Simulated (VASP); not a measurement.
```xyz
6
Lattice="0.0000 4.3090 4.3796 2.5122 0.0000 4.3796 2.5122 4.3090 0.0000" Properties=species:S:1:pos:R:3 pbc="T T T"
Ti     3.7684     6.4635     6.5694
Ti     2.5122     4.3090     4.3796
Ge     1.2561     0.7121     2.1898
Ge     1.2561     3.5969     2.1898
Ge     2.5122     1.4424     4.3796
Ge     2.5122     7.1756     4.3796
```

Level of theory: LDA (Ceperley-Alder, Perdew-Zunger), VASP's LDA PAW potentials (set 64) (plane waves; VASP 6.6.1). Numerical set-up: 300 eV cut-off, 5×5×5 Γ-centred mesh, Gaussian smearing of 0.27 eV, potentials Ti_sv Ge_d.

At this cut-off the stress carries a Pulay error, which pulls relaxed volumes low. Energy and stress use the plane-wave basis of the starting cell.

Task: The ions, cell shape and volume are relaxed. Give the cell that the relaxation ends in.

Result: 
```xyz
6
Lattice="0.0000 4.2161 4.3345 2.4684 0.0000 4.3345 2.4684 4.2161 0.0000" Properties=species:S:1:pos:R:3 pbc="T T T"
Ti     3.7026     6.3242     6.5018
Ti     2.4684     4.2161     4.3345
Ge     1.2342     0.6932     2.1673
Ge     1.2342     3.5229     2.1673
Ge     2.4684     1.4148     4.3345
Ge     2.4684     7.0174     4.3345
```
Space group Fddd (70), at a tolerance of 0.03 Å.

Task: How do energy and volume change from the first to the last step?

Result: The energy (σ→0) changes by -17.3 meV/atom and the volume by -4.9 %, in 9 ionic steps.

The structure comes from a computed database's TiGe2 entry (Fddd); how it stands against other phases isn't given here. This run relaxes it. Symmetry was kept, so distortions that lower it aren't found. The k-mesh is coarse (spacing up to 0.33 per Å, 2π included), so the numbers may not be converged in it. The run is one of a series of settings (EDIFFG = -0.01, IBRION = 2, ISIF = 3, NSW = 50 against the base run), some of them coarse on purpose.
